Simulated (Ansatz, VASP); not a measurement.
# TiO2 (Anatase): VASP beside Ansatz, part 2 of 2

Wanted: the spread between two codes on one cell, functional and k mesh. The cell is taken from a series of runs on this material, whose earlier steps may have relaxed, scaled, displaced or heated it; both programs get it as it stands.

VASP 6.6.1 and Ansatz 0.2.0.

So far: Set-up; VASP: single point, HSE06.

## Step 3: Ansatz: single point, HSE06

Level of this step: Ansatz beside VASP: Kohn-Sham DFT, plane waves, HSE06 (Ansatz).

Ansatz runs on its default PAW (the set named soft_2) files.

The same cell, functional and mesh now go to Ansatz, which takes its cutoff from its data sets.

input.yaml

```yaml
crystal:
  lattice:
    - [-1.9015605, 1.9015605, 4.7573]
    - [1.9015605, -1.9015605, 4.7573]
    - [1.9015605, 1.9015605, -4.7573]
  atoms:
    - { symbol: Ti, position: [0.0, 0.0, 0.0] }
    - { symbol: Ti, position: [0.75, 0.25, 0.5] }
    - { symbol: O, position: [0.2087892117, 0.2087892117, 0.0] }
    - { symbol: O, position: [0.9587892117, 0.4587892117, 0.5] }
    - { symbol: O, position: [0.5412107883, 0.0412107883, 0.5] }
    - { symbol: O, position: [0.7912107883, 0.7912107883, 0.0] }
kpoints:
  mp_grid: { grid: [6, 6, 6] }
  band_path:
    path:
      - [0.0, 0.0, 0.0]
      - [0.0, 0.0, 0.5]
      - [0.25, 0.25, 0.25]
      - [0.0, 0.5, 0.0]
      - [0.5, 0.5, -0.5]
      - [0.28954641, 0.71045359, -0.28954641]
      - [-0.28954641, 0.28954641, 0.28954641]
      - [-0.07909283, 0.07909283, 0.5]
      - [0.0, 0.0, 0.45]
      - [0.25, 0.25, -0.25]
    npoints: 1
hamiltonian:
  xc: hse06
scf:
  occupations: { method: fixed }
  n_extra_bands: 6
output:
  eigenvalues: true
```

Command:

```
ansatz run input.yaml --threads 3 --pin off --max-ram 92160MiB --backend cuda --devices 1 --max-vram 13GiB --events-out ev --progress --plain --runs-dir out
```

Numbers of over 12 decimals in the logs are rounded to 6 here.

The log of the run:

```text
basis.fft_grid_basis auto: the FFT boxes are laid along the combinations [[1, 0, 1], [0, 1, 1], [0, 0, 1]] of the cell's own vectors, 3.803, 3.803 and 5.465 Å long. The dense box has 27×27×40 points. Along the cell's own vectors, as sized, it would have 40×40×40, 2.19 times as many. Of the 16 symmetry operations that the crystal satisfies within crystal.symmetry.tolerance (time reversal apart; of a slab, those that k [...]
scf.n_extra_bands = 6 over 24 filled bands (N_el = 48.0): the run solves 30 bands
GPUs: using 1 of 1 available (devices: 1).
Engine: ansatz 0.2.0, x86_64-unknown-linux-gnu
Pseudopotentials: kind: paw
Pseudopotential: Ti, paw, valence charge 12, recommended cutoff 420 eV (normal), Ti.paw.azcp
Pseudopotential: O, paw, valence charge 6, recommended cutoff 420 eV (normal), O.paw.azcp
Functional definition: HSE06
  parameter a = 0.25
  parameter omega = 0.11/bohr
  exchange = pbe_x - a*pbe_x_sr(omega) + a*exact_x_sr(omega)
  correlation = pbe_c
davidson cushion auto → on  (no smearing: the cushion is to keep the highest requested band from converging to the state above it; pin scf.eigensolver.cushion to override)
device memory: the entry about to start is reckoned to put 1.0 GiB on a device that reports 28.2 GiB free (of which the cap on the GPU budget leaves the run 13.0 GiB)
GPU FFT provider: cuFFT
GPU libraries: cuBLAS 13.8.2, cuFFT 12.4.0, cuSOLVER 12.3.4
Crystal: 6 atoms, lattice volume = 68.808 Å³
Basis set: ecut = 420 eV, 1323 PW (Γ), FFT grids on a1+a3, a2+a3, a3
Bands: 30, of which v1, the nominal top of the filled ones, is band 24 counted from 1 (23 counted from 0)
Symmetry: 16 space group operations
Space group: I41/amd (ITA 141), of the structure as read, at distance tolerance 4.1e-5 Å
k-points: 30 of 216
Non-local potential: Ti, projectors of the file, l = 0: 3, l = 1: 2, l = 2: 3, l = 3: 1
Non-local potential: O, projectors of the file, l = 0: 2, l = 1: 2, l = 2: 1
PAW form: soft (Blöchl's): semilocal exchange-correlation on the pseudo side does not see the compensation charge
PAW frozen core: Ti, regenerated for the run's functional, and the local potential with it (the file was generated under x = pbe(κ = 0.804, μ = 0.219515), c = pbe(β = 0.066725))
PAW frozen core: O, regenerated for the run's functional, and the local potential with it (the file was generated under x = pbe(κ = 0.804, μ = 0.219515), c = pbe(β = 0.066725))
PAW one-centre angular grid: Ti, 590 points (default); XC on 64 Gauss nodes
PAW one-centre angular grid: O, 110 points (default); XC on 96 Gauss nodes
Initial density: superposition of atomic densities (neutral atoms: chi_scale 0, normalization atom), corrected by the library's trained network
Initial wavefunctions: pseudopotential atomic-orbital guess
GPU buffer pool allocated for 29160 grid points (all kernels)
GPU transforms: local potential and band sums: pruned to the plane-wave sphere, on 25×25×40
Functional: x = pbe(κ = 0.804, μ = 0.219515), c = pbe(β = 0.066725), warm-up for x = pbe(κ = 0.804, μ = 0.219515) + 0.25 (exact − pbe) at short range (hse, ω = 0.207870 Å⁻¹), c = pbe(β = 0.066725); HSE06 as pw.x's `hse` composes it (authors' and Libxc's form: `xc: wpbeh`)
SCF iter   1: F=—  HF=-7277.493719 eV  |F-HF|=—  |Δ(HF+E_count)|=         —  Δρ=3.42e-3  dr2=3.47e-3  ethr=1.77e-3  ⟨swp⟩=5.2  Hψ=3826  notcnv=0
preconditioner: auto → none  [insulator: Δε(μ)=2.132 eV  Ē_g=9.588 eV  n_scr=14 (ndim 8)  ℏωp=25.3 eV  f_vac=0.103]
SCF iter   2: F=—  HF=-7277.497007 eV  |F-HF|=—  |Δ(HF+E_count)|=   3.29e-3  Δρ=2.72e-3  dr2=4.30e-3  ethr=7.23e-6  ⟨swp⟩=4.7  Hψ=3317  notcnv=0
SCF iter   3: F=—  HF=-7277.496702 eV  |F-HF|=—  |Δ(HF+E_count)|=   3.04e-4  Δρ=1.48e-3  dr2=9.43e-4  ethr=7.23e-6  ⟨swp⟩=3.3  Hψ=2262  notcnv=0
SCF iter   4: F=-7277.496807 eV  HF=-7277.496821 eV  |F-HF|=1.42e-5  |Δ(HF+E_count)|=   1.19e-4  Δρ=5.16e-4  dr2=1.03e-4  ethr=1.96e-6  ⟨swp⟩=2.0  Hψ=1980  notcnv=0
SCF 1 stopped early in 4 iterations: F = -7277.496807 eV  dr2 = 1.03e-4
  greatest PAW one-centre occupation: 0.999 electrons in one spin orbital (limit 2), on the Ti atom at site 1 (counted from 0), in its partial waves of l = 0
device memory: the entry about to start is reckoned to put 1.4 GiB (of the 1.5 GiB reckoned in all, the device holds 0.1 GiB already) on a device that reports 28.4 GiB free (of which the cap on the GPU budget leaves the run 12.9 GiB)
GPU FFT provider: cuFFT
GPU libraries: cuBLAS 13.8.2, cuFFT 12.4.0, cuSOLVER 12.3.4
Initial density: handed on by an earlier stage of this run
Initial wavefunctions: those handed on with the density
GPU buffer pool allocated for 29160 grid points (all kernels)
GPU transforms: local potential and band sums: pruned to the plane-wave sphere, on 25×25×40
Functional: x = pbe(κ = 0.804, μ = 0.219515) + 0.25 (exact − pbe) at short range (hse, ω = 0.207870 Å⁻¹), c = pbe(β = 0.066725); HSE06 as pw.x's `hse` composes it (authors' and Libxc's form: `xc: wpbeh`)
Exchange kernel: α = 0.2500, screened, ω = 0.2079 Å⁻¹, Wigner–Seitz truncation, v(0) = 1046.7183 eV·Å³, q-mesh 6×6×6, nearest image of the exchange supercell L = 22.82 Å, pair-density grid 24×24×32, without the augmentation charges, whose exchange is taken in its separable form by FFT convolution over the k-point mesh (the finest that the files' search goes to), smooth part of the exact exchange by density-matrix convolution in up to 5.17 GiB of GPU memory as planned if the GPU has room (build and FFT work areas not counted)
Frozen-core exchange: fock
SCF iter   1: F=—  HF=-7276.239522 eV  |F-HF|=—  |Δ(HF+E_count)|=         —  Δρ=3.37e-2  dr2=1.08e0  ethr=2.14e-6  ⟨swp⟩=7.0  Hψ=5180  notcnv=0
preconditioner: auto → none  [insulator: Δε(μ)=4.408 eV  Ē_g=12.555 eV  n_scr=14 (ndim 8)  ℏωp=25.3 eV  f_vac=0.103]
SCF iter   2: F=—  HF=-7276.100699 eV  |F-HF|=—  |Δ(HF+E_count)|=   1.39e-1  Δρ=3.34e-2  dr2=7.51e-1  ethr=2.14e-6  ⟨swp⟩=7.0  Hψ=4606  notcnv=0  defer=2
SCF iter   3: F=—  HF=-7275.944055 eV  |F-HF|=—  |Δ(HF+E_count)|=   1.57e-1  Δρ=4.59e-3  dr2=1.92e-2  ethr=2.14e-6  ⟨swp⟩=5.6  Hψ=4098  notcnv=0
SCF iter   4: F=—  HF=-7275.989918 eV  |F-HF|=—  |Δ(HF+E_count)|=   4.59e-2  Δρ=3.82e-3  dr2=1.36e-2  ethr=2.14e-6  ⟨swp⟩=4.0  Hψ=3254  notcnv=0
SCF iter   5: F=—  HF=-7275.986417 eV  |F-HF|=—  |Δ(HF+E_count)|=   3.50e-3  Δρ=7.51e-4  dr2=1.58e-4  ethr=2.14e-6  ⟨swp⟩=4.2  Hψ=3051  notcnv=0
SCF iter   6: F=-7275.986944 eV  HF=-7275.986961 eV  |F-HF|=1.75e-5  |Δ(HF+E_count)|=   5.45e-4  Δρ=2.26e-4  dr2=2.79e-5  ethr=2.53e-7  ⟨swp⟩=3.8  Hψ=2825  notcnv=0
SCF 2 stopped early in 6 iterations: F = -7275.986944 eV  dr2 = 2.79e-5
  greatest PAW one-centre occupation: 1.000 electrons in one spin orbital (limit 2), on the Ti atom at site 1 (counted from 0), in its partial waves of l = 0
hybrid outer 1: dexx = +5.345e-2 eV, tail = 1.99e-4 eV
GPU FFT provider: cuFFT
GPU libraries: cuBLAS 13.8.2, cuFFT 12.4.0, cuSOLVER 12.3.4
GPU buffer pool allocated for 29160 grid points (all kernels)
GPU transforms: local potential and band sums: pruned to the plane-wave sphere, on 25×25×40
Exchange kernel: α = 0.2500, screened, ω = 0.2079 Å⁻¹, Wigner–Seitz truncation, v(0) = 1046.7183 eV·Å³, q-mesh 6×6×6, nearest image of the exchange supercell L = 22.82 Å, pair-density grid 24×24×32, without the augmentation charges, whose exchange is taken in its separable form by FFT convolution over the k-point mesh (the finest that the files' search goes to), smooth part of the exact exchange by density-matrix convolution in up to 5.17 GiB of GPU memory as planned if the GPU has room (build and FFT work areas not counted)
Frozen-core exchange: fock
SCF iter   1: F=—  HF=-7275.985746 eV  |F-HF|=—  |Δ(HF+E_count)|=         —  Δρ=2.03e-4  dr2=2.77e-5  ethr=2.07e-6  ⟨swp⟩=3.0  Hψ=2208  notcnv=0
preconditioner: auto → none  [insulator: Δε(μ)=3.607 eV  Ē_g=11.809 eV  n_scr=14 (ndim 8)  ℏωp=25.3 eV  f_vac=0.104]
iter 2 solved again at ethr=8.18e-10 eV; its pass at ethr=5.54e-8 eV (dr2=3.93e-7 eV) is discarded
SCF iter   2: F=—  HF=-7275.985740 eV  |F-HF|=—  |Δ(HF+E_count)|=   6.10e-6  Δρ=3.63e-5  dr2=1.11e-6  ethr=8.18e-10  ⟨swp⟩=3.4  Hψ=4826  notcnv=0
SCF iter   3: F=—  HF=-7275.985745 eV  |F-HF|=—  |Δ(HF+E_count)|=   5.01e-6  Δρ=2.36e-5  dr2=2.23e-7  ethr=8.18e-10  ⟨swp⟩=4.8  Hψ=3067  notcnv=0  defer=6
SCF iter   4: F=-7275.985745 eV  HF=-7275.985745 eV  |F-HF|=2.70e-9  |Δ(HF+E_count)|=   7.07e-8  Δρ=4.32e-6  dr2=2.23e-8  ethr=4.01e-10  ⟨swp⟩=3.0  Hψ=2353  notcnv=0
SCF 3 converged in 4 iterations: F = -7275.985745 eV  dr2 = 2.23e-8
hybrid outer 2: dexx = +5.456e-6 eV, tail = 9.59e-8 eV, Δε = 4.98e-3 eV (about 1.33e-4 eV left of the loop's levels)
device memory: the entry about to start is reckoned to put 0.4 GiB on a device that reports 28.5 GiB free (of which the cap on the GPU budget leaves the run 13.0 GiB)
NSCF: frozen V_eff on 10 k-points
hybrid SCF converged: 2 outer / 10 inner (+4 warm-up), last move |dexx| = 5.46e-6 eV, tail = 9.59e-8 eV
Stability not checked: this state was not tested for a lower state beside it, because the functional holds exact exchange (a hybrid, or Hartree-Fock), whose exchange loop this test does not read (fock_operator; see scf.lower_state_search)
Free energy (F): -7275.985745 eV
Frozen-core exchange: fock
Harris-Foulkes:  -7275.985745 eV  (|F-HF|=2.70e-9)
Internal energy: -7275.985745 eV  (E = F + TS)
E sigma→0 (E₀):  -7275.985745 eV
Fermi energy:    6.171832 eV
--- Per-component energies (eV) ---
  E_band       = -577.060898
  E_kinetic    = 1248.899633
  E_local      = -3558.394880  (includes V_loc(G=0)·N_el)
  E_nonlocal   = 185.289366
  E_hartree    = 1373.006234
  E_xc         = -396.390617
  E_vxc        = -497.579360  (∫ρ·V_xc dr)
  E_exx        = -156.938078  (= α·E_x^exact, valence–valence)
  E_paw        = -2658.291664  (= ΣΔE_a)
  E_vpaw       = -387.420356  (= ΣTr[D̂ρ^β])
  E_aug_tail   = 0.010010  (compensation charges beyond the density's cutoff)
  E_ewald      = -3312.725231
  E_core_change = -0.450516  (= ΣΔE_core)
  E_smearing   = -0.000000  (= −TS)
  E_closure    = -0.000000  (closes the sum)
  Σ components = -7275.985745   (vs F -7275.985745, Δ=0.00e0)
--- Band table (eV; the first three rows and the last of 30) ---
  k-point 0: bands = [... 20 lower, 5.4095, 5.4095, 5.7091, 5.7091, 9.7740, 10.6357, 11.7862, 11.7862, ... 2 higher]
  k-point 1: bands = [... 20 lower, 4.7346, 4.9841, 5.4884, 5.9172, 10.7484, 10.7582, 10.9653, 11.4779, ... 2 higher]
  k-point 2: bands = [... 20 lower, 3.9164, 5.1694, 5.5822, 6.0980, 10.8700, 11.0707, 11.3127, 11.6682, ... 2 higher]
  k-point 29: bands = [... 20 lower, 4.8006, 4.8006, 6.0678, 6.0678, 10.1892, 10.1892, 11.6652, 11.6652, ... 2 higher]
```

In the SCF lines HF is the Harris–Foulkes energy and dr2 the Hartree energy of the density residual, in eV; the loop may stop once dr2 is under the threshold and the program's other checks hold. Hψ counts applications of the Hamiltonian.

## Step 4: Differences

Known differences besides the potentials themselves: exact exchange at q = 0 is treated differently, which shows on coarse meshes; VASP keeps PBE cores, Ansatz makes them for the functional; fixed occupations in Ansatz, narrow Gaussian smearing in VASP; the cutoff is 420 eV in Ansatz and 520 eV in VASP; VASP takes a coarser grid for exact exchange (PRECFOCK = Fast). Total energies have different zeros and are not compared.

Both answers:

| quantity | Ansatz | VASP | difference |
| --- | --- | --- | --- |
| gap on the k mesh (eV) | 3.602 | 3.572 | +0.031 |

A gap on the mesh is an upper bound, since the band edges may lie between its points.

## Step 5: Summary of results

| Item | Value |
| --- | --- |
| difference in gap on the k mesh (single point, HSE06) | 0.031 eV |

In words: The difference in gap on the k mesh is 0.031 eV (single point, HSE06), within the 0.08 eV picked in this series as the mark of a large difference. How closely two codes agree says nothing of how well the functional describes the real material.

[Lines on the potential files, build, host, timing and source positions are cut from VASP's logs without a mark.]

[Logs are printed without paths, hosts, clocks, repeated set-up lines and the standing remarks that a program may print on its own settings, such as how far it seeks lower states.]

[Hosts, paths, dates, database ids (printed as entryN), source tags and the programs' standing remarks are cut or masked in the printed files.]
